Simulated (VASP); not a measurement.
OSZICAR of a VASP run on InP (zinc blende):

OSZICAR:
```
       N       E                     dE             d eps       ncg     rms          rms(c)
DAV:   1     0.113514251128E+03    0.11351E+03   -0.86166E+03   759   0.148E+03
DAV:   2     0.101987081404E+00   -0.11341E+03   -0.10972E+03   779   0.326E+02
DAV:   3    -0.791833416287E+01   -0.80203E+01   -0.79468E+01   989   0.916E+01
DAV:   4    -0.815711065084E+01   -0.23878E+00   -0.23858E+00   884   0.179E+01
DAV:   5    -0.816891667260E+01   -0.11806E-01   -0.11804E-01  1095   0.348E+00    0.491E+00
DAV:   6    -0.781702510486E+01    0.35189E+00   -0.72837E-01  1095   0.133E+01    0.312E+00
DAV:   7    -0.780528792176E+01    0.11737E-01   -0.16556E-01  1007   0.309E+00    0.122E+00
DAV:   8    -0.780962643594E+01   -0.43385E-02   -0.14701E-02   872   0.165E+00    0.255E-01
DAV:   9    -0.781133584398E+01   -0.17094E-02   -0.31344E-03   919   0.685E-01    0.194E-01
DAV:  10    -0.781145430440E+01   -0.11846E-03   -0.20298E-04   902   0.127E-01    0.126E-01
DAV:  11    -0.781166332722E+01   -0.20902E-03   -0.25748E-04   814   0.965E-02    0.273E-02
DAV:  12    -0.781169421234E+01   -0.30885E-04   -0.69606E-05   889   0.104E-01    0.213E-02
DAV:  13    -0.781169624386E+01   -0.20315E-05   -0.51188E-06   874   0.188E-02    0.152E-02
DAV:  14    -0.781169756155E+01   -0.13177E-05   -0.28463E-06   824   0.126E-02    0.381E-03
DAV:  15    -0.781169759981E+01   -0.38260E-07   -0.57794E-08   717   0.194E-03
   1 F= -.78116976E+01 E0= -.78116704E+01  d E =-.544734E-04
```

**Question.** Which electronic solver shows in the log?

**Answer.** It is blocked Davidson (ALGO = Normal, or the opening steps of other solvers). The INCAR had ALGO = Normal.

**Question.** Can the final energy be trusted as converged?

**Answer.** The calculation finished and met its thresholds. It stopped with EDIFF = 1E-7, NELM = 100 (revPBE GGA, plane waves, VASP's PBE PAW potentials (set 64)).

The compound is InP in the zinc blende structure. This cell is one point of a volume scan, at 1.06 of the reference volume.
